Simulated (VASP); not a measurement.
Here is the system:

```xyz
2
Lattice="0.0000 2.2624 2.2624 2.2624 0.0000 2.2624 2.2624 2.2624 0.0000" Properties=species:S:1:pos:R:3 pbc="T T T"
Hf     0.0000     0.0000     0.0000
C      2.2624     2.2624     2.2624
```

Calculation: PBEsol GGA, VASP's PBE PAW potentials (set 64) (plane waves; VASP). Settings: 600 eV cut-off, 12×12×12 Γ-centred mesh, first-order Methfessel-Paxton smearing of 0.10 eV, potentials Hf_pv C.

Unless said otherwise, spin-orbit coupling is left out, though it shifts the bands of the heavy elements here.

Problem. Predict the energy per atom (σ→0), pressure, band gap (on the k-mesh) with the smallest direct gap where there is one.

Solution. 
- band gap (on the k-mesh) = none (metal, semimetal or under 0.01 eV)
- energy per atom (σ→0) = -11.070 eV/atom
- pressure = 14.94 GPa

Total energies compare only between runs with the same potentials, cut-off and functional.

The compound is HfC in the rock salt structure. It was relaxed first under an external pressure of 15 GPa.
